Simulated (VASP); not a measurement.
```xyz
3
Lattice="1.8749 -3.2474 0.0000 1.8749 3.2474 0.0000 0.0000 0.0000 6.4584" Properties=species:S:1:pos:R:3 pbc="T T T"
Pt     0.0000     0.0000     0.0000
Se     1.8749     1.0825     1.3083
Se     1.8749    -1.0825     5.1500
```

Computed with PBE GGA, VASP's PBE PAW potentials (set 64) (plane waves; VASP). Run with 520 eV cut-off, Gaussian smearing of 0.050 eV, potentials Pt Se.

Without a dispersion term in the relaxation, distances and binding between the weakly bound layers, chains or molecules are unreliable, and so is what depends on them. Unless said otherwise, spin-orbit coupling is left out, though it shifts the bands of the heavy elements here.

### Question
Predict the band gap (along the path) with the smallest direct gap where there is one.

### Answer

| Property | Result |
|---|---|
| band gap (along the path) | 1.01 eV |
| smallest direct gap (along the path) | 1.44 eV |

Total energies compare only between runs with the same potentials, cut-off and functional.

The compound is PtSe2 in the 1T layered structure. It was relaxed first, which changed the volume by +28 %.
